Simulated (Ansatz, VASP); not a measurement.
# LiZnI3: VASP beside Ansatz

Wanted: the spread between two codes on one cell, functional and k mesh. The cell is generated by rule, not measured, and may not be a known phase. The cell is taken from a series of runs on this material, whose earlier steps may have relaxed, scaled, displaced or heated it; both programs get it as it stands.

Program: Ansatz 0.2.0. Level of theory: plane waves, with VASP 6.6.1 beside it; relaxation of cell and atoms at PBEsol. Results are calculated unless marked as measured.

## (1) The structure

It takes space group Pm-3m (No. 221, cubic). Conventional cell: a = 5.568 Å, b = 5.568 Å, c = 5.568 Å, α = 90.00°, β = 90.00°, γ = 90.00°. Nearest to Li lie 12 I at 3.94 Å. Nearest to Zn lie 6 I at 2.78 Å. I has 2 Zn at 2.78 Å nearest. Farther neighbours and most contacts between anions are not listed.

## (2) Ansatz: relaxation of cell and atoms, PBEsol, pair 1

Ansatz runs on its PAW soft_1 files.

The relaxed volume is the usual yardstick between codes: in a stiff, nearly cubic crystal its relative difference is about their pressure difference at one cell divided by the bulk modulus.

Input file input.yaml:

```yaml
crystal:
  lattice:
    - [5.5679853501, 0.0, 0.0]
    - [0.0, 5.5679853501, 0.0]
    - [0.0, 0.0, 5.5679853501]
  atoms:
    - { symbol: Li, position: [0.0, 0.0, 0.0] }
    - { symbol: Zn, position: [0.5, 0.5, 0.5] }
    - { symbol: I, position: [0.5, 0.5, 0.0] }
    - { symbol: I, position: [0.5, 0.0, 0.5] }
    - { symbol: I, position: [0.0, 0.5, 0.5] }
kpoints:
  mp_grid: { grid: [6, 6, 6] }
hamiltonian:
  xc: pbesol
  pseudopotentials: { kind: paw, azcp: { folder: soft_1 }, xc_functional: pbe }
scf:
  occupations: { method: gaussian, width: 0.1 }
output:
  forces: true
  stress: true
  eigenvalues: true
relax:
  adjacent_minimum: "off"
  f_tol: 0.005
  max_steps: 80
  cell: { stress_tol: 0.05 }
```

The run is started by

```sh
ansatz run input.yaml --threads 4 --pin off --max-ram 16384MiB --backend cpu --events-out ev --progress --plain --runs-dir out
```

Numbers of over 12 decimals in the logs are rounded to 6 here.

What it wrote:

```text
Engine: ansatz 0.2.0, aarch64-unknown-linux-gnu
Pseudopotentials: kind: paw
Pseudopotential: Li, paw, valence charge 3, recommended cutoff 420 eV (normal), soft_1/Li.paw.azcp
Pseudopotential: Zn, paw, valence charge 12, recommended cutoff 420 eV (normal), soft_1/Zn.paw.azcp
Pseudopotential: I, paw, valence charge 17, recommended cutoff 420 eV (normal), soft_1/I.paw.azcp
Functional definition: PBEsol
  exchange = pbesol_x
  correlation = pbesol_c
Crystal: 5 atoms, lattice volume = 172.621 Å³
Basis set: ecut = 420 eV, 3407 PW (Γ), exchange–correlation on 80×80×80 points (8 copies of the dense FFT grid, shifted against one another)
Bands: 40, of which v1, the nominal top of the filled ones, is band 33 counted from 1 (32 counted from 0)
Symmetry: 48 space group operations
Space group: Pm-3m (ITA 221), of the structure as read, at distance tolerance 5.6e-5 Å
k-points: 20 of 216
Non-local potential: Li, projectors of the file, l = 0: 3, l = 1: 2, l = 2: 1
Non-local potential: Zn, projectors of the file, l = 0: 2, l = 1: 2, l = 2: 3, l = 3: 1
Non-local potential: I, projectors of the file, l = 0: 2, l = 1: 2, l = 2: 2, l = 3: 1
PAW form: soft (Blöchl's): semilocal exchange-correlation on the pseudo side does not see the compensation charge
PAW frozen core: Zn, regenerated for the run's functional, and the local potential with it (the file was generated under x = pbe(κ = 0.804, μ = 0.219515), c = pbe(β = 0.066725))
PAW frozen core: I, regenerated for the run's functional, and the local potential with it (the file was generated under x = pbe(κ = 0.804, μ = 0.219515), c = pbe(β = 0.066725))
PAW one-centre angular grid: Li, 110 points (default); XC on 64 Gauss nodes
PAW one-centre angular grid: Zn, 590 points (default); XC on 64 Gauss nodes
PAW one-centre angular grid: I, 590 points (default); XC on 64 Gauss nodes
Initial density: superposition of atomic densities (chi_scale 0.1, normalization cell, long waves kept (reshape's long-wave potential 0.01 eV rms))
Initial wavefunctions: pseudopotential atomic-orbital guess
Functional: x = pbesol(κ = 0.804, μ = 0.123457), c = pbesol(β = 0.046)
SCF iter   1: F=—  HF=-25784.338344 eV  |F-HF|=—  |Δ(HF+E_count)|=         —  Δρ=5.37e-2  dr2=3.34e0  ethr=3.10e-3  ⟨swp⟩=8.9  Hψ=3829  notcnv=0  defer=4
preconditioner: auto → LDOS  [metal: Δε(μ)=0.064 eV  Ē_g=10.761 eV  σ=0.100 eV  W_gap=0.34  n_scr=32 (ndim 8)  ℏωp=16.5 eV  f_vac=0.052  D(μ)=1.71/eV (n_scr^D=6)  β→1.0]
SCF iter   2: F=—  HF=-25785.796406 eV  |F-HF|=—  |Δ(HF+E_count)|=    1.46e0  Δρ=9.43e-2  dr2=8.05e0  ethr=3.10e-3  ⟨swp⟩=4.2  Hψ=1884  notcnv=0  defer=36  recentre
preconditioner: auto → none  [metal: Δε(μ)=0.138 eV  Ē_g=8.662 eV  σ=0.100 eV  W_gap=0.48  n_scr=32 (ndim 8)  ℏωp=16.5 eV  f_vac=0.179  D(μ)=0.97/eV (n_scr^D=0)  β→0.5]
SCF iter   3: F=—  HF=-25783.350078 eV  |F-HF|=—  |Δ(HF+E_count)|=    2.45e0  Δρ=1.41e-2  dr2=1.96e-1  ethr=3.10e-3  ⟨swp⟩=3.4  Hψ=1687  notcnv=0  defer=39
SCF iter   4: F=—  HF=-25783.313489 eV  |F-HF|=—  |Δ(HF+E_count)|=   3.66e-2  Δρ=1.61e-3  dr2=2.99e-3  ethr=2.96e-4  ⟨swp⟩=2.0  Hψ=1342  notcnv=0  defer=38
SCF iter   5: F=—  HF=-25783.320459 eV  |F-HF|=—  |Δ(HF+E_count)|=   6.97e-3  Δρ=1.68e-3  dr2=2.68e-3  ethr=4.54e-6  ⟨swp⟩=2.0  Hψ=1643  notcnv=0  defer=38
SCF iter   6: F=—  HF=-25783.321077 eV  |F-HF|=—  |Δ(HF+E_count)|=   6.18e-4  Δρ=6.61e-4  dr2=4.12e-4  ethr=4.06e-6  ⟨swp⟩=2.0  Hψ=1000  notcnv=0  defer=38
SCF iter   7: F=—  HF=-25783.320968 eV  |F-HF|=—  |Δ(HF+E_count)|=   1.09e-4  Δρ=2.53e-4  dr2=5.94e-5  ethr=6.24e-7  ⟨swp⟩=2.1  Hψ=935  notcnv=0  defer=38
SCF iter   8: F=—  HF=-25783.320951 eV  |F-HF|=—  |Δ(HF+E_count)|=   1.62e-5  Δρ=5.34e-5  dr2=2.65e-6  ethr=8.99e-8  ⟨swp⟩=2.0  Hψ=914  notcnv=0  defer=38
SCF iter   9: F=-25783.320951 eV  HF=-25783.320951 eV  |F-HF|=1.41e-8  |Δ(HF+E_count)|=   5.51e-7  Δρ=4.42e-6  dr2=1.69e-8  ethr=1.52e-10  ⟨swp⟩=13.3  Hψ=4555  notcnv=0
SCF 1 converged in 9 iterations: F = -25783.320951 eV  dr2 = 1.69e-8
  greatest PAW one-centre occupation: 0.999 electrons in one spin orbital (limit 2), on the Li atom at site 0 (counted from 0), in its partial waves of l = 0
relax step   1: F+E_penalty+E_count = -25783.32095077 eV  Δ(F+E_penalty+E_count) = +0.000e0 eV  max|allowed force component| = 4.696e-29 eV/Å  Δτ_max = 0.0000 Å  P = -0.004 GPa  Ω = 172.621 Å³  (9 SCF iters, dr2 threshold 1.00e-7 eV, accepted)
Initial density: handed on by an earlier stage of this run
Initial wavefunctions: pseudopotential atomic-orbital guess (no wavefunctions were taken with the density)
iter 1 solved again at ethr=3.43e-7 eV; its pass at ethr=3.10e-3 eV (dr2=2.27e-4 eV) is discarded
SCF iter   1: F=—  HF=-25783.320950 eV  |F-HF|=—  |Δ(HF+E_count)|=         —  Δρ=6.09e-6  dr2=3.14e-8  ethr=3.43e-7  ⟨swp⟩=3.2  Hψ=5868  notcnv=0
eigensolver tolerance schedule: the retry pair's looser diagonalisation over-reported the residual by 7211.59 of it (diagonalisation noise at 3.97 of the residual, at the tolerance the schedule requests for it); recorded, not acted on — ethr = c·dr2/N_el stays at c = 1.0e-1
preconditioner: auto → Resta (q_TF=auto, 2.324 Å⁻¹)  ε∞=3.8  [insulator: Δε(μ)=0.287 eV  Ē_g=9.767 eV  σ=0.100 eV  W_gap=0.63  n_scr=32 (ndim 8)  ℏωp=16.5 eV  f_vac=0.185  D(μ)=1.07/eV (n_scr^D=0)  ε∞_Penn≈3.8]
SCF iter   2: F=—  HF=-25783.320951 eV  |F-HF|=—  |Δ(HF+E_count)|=   5.84e-7  Δρ=2.11e-6  dr2=4.15e-9  ethr=4.76e-11  ⟨swp⟩=3.4  Hψ=2069  notcnv=0
SCF iter   3: F=—  HF=-25783.320951 eV  |F-HF|=—  |Δ(HF+E_count)|=   3.32e-9  Δρ=4.62e-7  dr2=4.18e-10  ethr=6.29e-12  ⟨swp⟩=2.0  Hψ=1027  notcnv=0
SCF iter   4: F=—  HF=-25783.320951 eV  |F-HF|=—  |Δ(HF+E_count)|=  3.64e-12  Δρ=3.43e-7  dr2=1.58e-10  ethr=1.00e-12  ⟨swp⟩=8.9  Hψ=3702  notcnv=0
SCF iter   5: F=-25783.320951 eV  HF=-25783.320951 eV  |F-HF|=0.00e0  |Δ(HF+E_count)|=  1.09e-11  Δρ=5.21e-8  dr2=1.23e-11  ethr=1.00e-12  ⟨swp⟩=3.9  Hψ=2833  notcnv=0
SCF 2 converged in 5 iterations: F = -25783.320951 eV  dr2 = 1.23e-11
relax step   2: F+E_penalty+E_count = -25783.32095078 eV  Δ(F+E_penalty+E_count) = -1.007e-8 eV  max|allowed force component| = 1.508e-28 eV/Å  Δτ_max = 0.0000 Å  P = -0.004 GPa  Ω = 172.621 Å³  stress off target by 4.36e-3 GPa  SCF on the basis re-selected at this cell (its energy is not comparable with the rows above)  (5 SCF iters)
basis re-selected at this cell: Δ(F+E_penalty+E_count) = -1.007e-8 eV, ΔP = -0.000 GPa vs the last step (what re-selecting the basis moved, of the pressure what is left beyond the Pulay correction that the steps carried, after the strain that the cell walked since its last selection, with what the two solves' SCF thresholds leave and, on support functions, any second-order correction that the steps lacked; it is no m [...]
SCF converged after 5 iterations
Free energy (F): -25783.320951 eV
Harris-Foulkes:  -25783.320951 eV  (|F-HF|=0.00e0)
Internal energy: -25783.315614 eV  (E = F + TS)
E sigma→0 (E₀):  -25783.318282 eV
Entropy (-TS):   -0.005337 eV (-1.067 meV/atom)
Fermi energy:    4.620810 eV
--- Per-component energies (eV) ---
  E_band       = -1288.438116
  E_kinetic    = 639.948805
  E_local      = -10082.579752  (includes V_loc(G=0)·N_el)
  E_nonlocal   = 1156.472559
  E_hartree    = 4408.039988
  E_xc         = -406.897545
  E_vxc        = -393.869930  (∫ρ·V_xc dr)
  E_paw        = -15994.997288  (= ΣΔE_a)
  E_vpaw       = -1424.482295  (= ΣTr[D̂ρ^β])
  E_aug_tail   = -0.007350  (compensation charges beyond the density's cutoff)
  E_ewald      = -5505.328794
  E_core_change = 2.033763  (= ΣΔE_core)
  E_smearing   = -0.005337  (= −TS)
  E_closure    = 0.000000  (closes the sum)
  Σ components = -25783.320951   (vs F -25783.320951, Δ=0.00e0)
--- Forces (eV/Å), atoms counted from 1 ---
  atom   1  Li    -0.00000000     0.00000000    -0.00000000
  atom   2  Zn     0.00000000    -0.00000000     0.00000000
  atom   3  I      0.00000000    -0.00000000     0.00000000
  atom   4  I      0.00000000    -0.00000000     0.00000000
  atom   5  I      0.00000000     0.00000000     0.00000000
  max |Σ_I F_I| component: 2.56e-28 eV/Å
--- Stress (GPa, compression-positive) ---
       -0.004361      -0.000000       0.000000
       -0.000000      -0.004361       0.000000
        0.000000       0.000000      -0.004361
  P = ⅓ Tr σ = -0.0044 GPa (-0.044 kbar)
--- Band table (eV; the first three rows and the last of 20) ---
  k-point 0: bands = [... 29 lower, 3.5394, 3.5583, 3.8891, 3.8891, 3.8891, 6.7931, 9.9740, 9.9740, ... 3 higher]
  k-point 1: bands = [... 29 lower, 3.4484, 3.4561, 3.8239, 3.8239, 4.5592, 7.1752, 9.7231, 10.2012, ... 3 higher]
  k-point 2: bands = [... 29 lower, 3.1686, 3.3016, 3.7893, 3.7893, 5.7875, 7.9473, 9.0197, 9.9969, ... 3 higher]
  k-point 19: bands = [... 29 lower, 4.2160, 4.5979, 4.5979, 4.5979, 6.8167, 8.5007, 8.5007, 8.5007, ... 3 higher]
--- Relaxed structure (1 steps of the walk, 1 accepted, 1 SCFs on fresh bases) ---
  F+E_penalty+E_count = -25783.32095078 eV   max|allowed force component| = 1.508e-28 eV/Å   (the final SCF, on the basis selected at the relaxed cell)
  cell:  # Å, volume = 172.6212 Å³
    - [5.5679853501, 0.0, 0.0]
    - [0.0, 5.5679853501, 0.0]
    - [0.0, 0.0, 5.5679853501]
  atoms:
    - { symbol: Li, position: [0.0, 0.0, 0.0] }
    - { symbol: Zn, position: [0.500000, 0.500000, 0.500000] }
    - { symbol: I, position: [0.500000, 0.500000, 0.0] }
    - { symbol: I, position: [0.500000, 0.0, 0.500000] }
    - { symbol: I, position: [0.0, 0.500000, 0.500000] }
```

Reading the cycles: dr2 is the Hartree energy of the density residual (eV), the measure of convergence; HF is the Harris–Foulkes estimate of the energy, which meets the free energy F at convergence.

(Part 1 of 3 ends here.)

[Lines on the potential files, build, host, timing and source positions are cut from VASP's logs without a mark.]

[Logs are printed without paths, hosts, clocks, repeated set-up lines and the standing remarks that a program may print on its own settings, such as how far it seeks lower states.]

[Hosts, paths, dates, database ids (printed as entryN), source tags and the programs' standing remarks are cut or masked in the printed files.]
